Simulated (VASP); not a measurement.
Here is the system:

```xyz
17
Lattice="5.4076 0.0000 0.0000 0.0000 5.4076 0.0000 0.0000 0.0000 19.8233" Properties=species:S:1:pos:R:3 pbc="T T T"
Rh     1.3519     1.3519     7.0438
Rh     4.0557     1.3519     7.0438
Rh     1.3519     4.0557     7.0438
Rh     4.0557     4.0557     7.0438
Rh     0.0000     0.0000     8.9557
Rh     2.7038     0.0000     8.9557
Rh     0.0000     2.7038     8.9557
Rh     2.7038     2.7038     8.9557
Rh     1.3519     1.3519    10.8676
Rh     4.0557     1.3519    10.8676
Rh     1.3519     4.0557    10.8676
Rh     4.0557     4.0557    10.8676
Rh     0.0000     0.0000    12.7795
Rh     2.7038     0.0000    12.7795
Rh     0.0000     2.7038    12.7795
Rh     2.7038     2.7038    12.7795
H      1.3519     1.3519    13.8240
```

Level of theory: PBE GGA, VASP's PBE PAW potentials (set 64) (plane waves; VASP). Settings: PREC = Normal, EDIFF = 1E-5, 400 eV cut-off, 5×5×1 Γ-centred mesh, first-order Methfessel-Paxton smearing of 0.10 eV, potentials Rh H.

Question: The ions are relaxed. Predict the relaxed structure.

Answer: 
```xyz
17
Lattice="5.4076 0.0000 0.0000 0.0000 5.4076 0.0000 0.0000 0.0000 19.8233" Properties=species:S:1:pos:R:3 pbc="T T T"
Rh     1.3519     1.3519     7.1314
Rh     4.0557     1.3519     7.1264
Rh     1.3519     4.0557     7.1264
Rh     4.0557     4.0557     7.1262
Rh     5.4051     5.4051     8.9698
Rh     2.7064     5.4051     8.9698
Rh     5.4051     2.7064     8.9698
Rh     2.7064     2.7064     8.9698
Rh     1.3519     1.3519    10.8726
Rh     4.0557     1.3519    10.9003
Rh     1.3519     4.0557    10.9003
Rh     4.0557     4.0557    10.9256
Rh     0.0049     0.0049    12.7601
Rh     2.6989     0.0049    12.7601
Rh     0.0049     2.6989    12.7601
Rh     2.6989     2.6989    12.7601
H      1.3519     1.3519    13.3816
```

Question: How much energy does the relaxation gain?

Answer: The energy (σ→0) changes by -19.7 meV/atom, in 13 ionic steps.

The cell is a thin slab with vacuum, built from Rh (fcc): (100) face, H adsorbed.
